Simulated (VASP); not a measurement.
An input for Quantum ESPRESSO's pw.x (written as the equivalent of a VASP run, and not itself run):

```
&CONTROL
  calculation = 'scf'
  pseudo_dir = './pseudo'
  outdir = './out'
  tprnfor = .true.
  tstress = .true.
/
&SYSTEM
  ibrav = 0
  nat = 2
  ntyp = 2
  ecutwfc = 82.3
  occupations = 'smearing'
  smearing = 'gaussian'
  degauss = 0.003675
  input_dft = 'pbe'
  vdw_corr = 'grimme-d3'
  dftd3_version = 4
  dftd3_threebody = .false.
/
&ELECTRONS
  conv_thr = 7.3e-09
  electron_maxstep = 100
/
ATOMIC_SPECIES
  Ba 137.327 Ba.upf
  Te 127.600 Te.upf
CELL_PARAMETERS angstrom
     0.0000000    3.5312734    3.5312734
     3.5312734    0.0000000    3.5312734
     3.5312734    3.5312734    0.0000000
ATOMIC_POSITIONS crystal
  Ba   1.0000000  1.0000000  0.0000000
  Te   0.5000000  0.5000000  0.5000000
K_POINTS automatic
  7 7 7 0 0 0
```

Q: Translate this input to VASP (INCAR, KPOINTS, POSCAR, choice of POTCAR).

A: This is not unique; one that fits is 
### INCAR
```
# general
SYSTEM =BaTe
PREC   =Accurate
ENCUT  =520
LREAL  =.False.
LASPH  =.True.

# electronic loop
EDIFF  =1E-7
NELM   =100
ALGO   =Normal
LMAXMIX=4

# smearing
ISMEAR =0
SIGMA  =0.05

# functional
GGA    =PE
IVDW   =12

# ions
ISIF   =2

# output
LWAVE  =.False.
LCHARG =.False.
```

**POSCAR**
```
BaTe
1
    0.0000000000     3.5312733643     3.5312733643
    3.5312733643     0.0000000000     3.5312733643
    3.5312733643     3.5312733643     0.0000000000
Ba Te
1 1
Direct
  1.0000000000   1.0000000000   0.0000000000
  0.5000000000   0.5000000000   0.5000000000
```

**KPOINTS**
```
Automatic mesh
0
Gamma
7 7 7
0 0 0
```

POTCAR, in this order: Ba_sv Te (PBE.64 set). Program: vasp_std.

The two are equivalent in intent, not identical: the potentials are each code's own (VASP's PAW set, PseudoDojo norm-conserving files in pw.x), so ENCUT and ecutwfc are chosen apart and not converted; conv_thr bounds pw.x's estimated SCF error, while EDIFF bounds the energy change between steps.

The compound is BaTe in the rock salt structure. This cell is one point of a volume scan, at 1.03 of the reference volume.
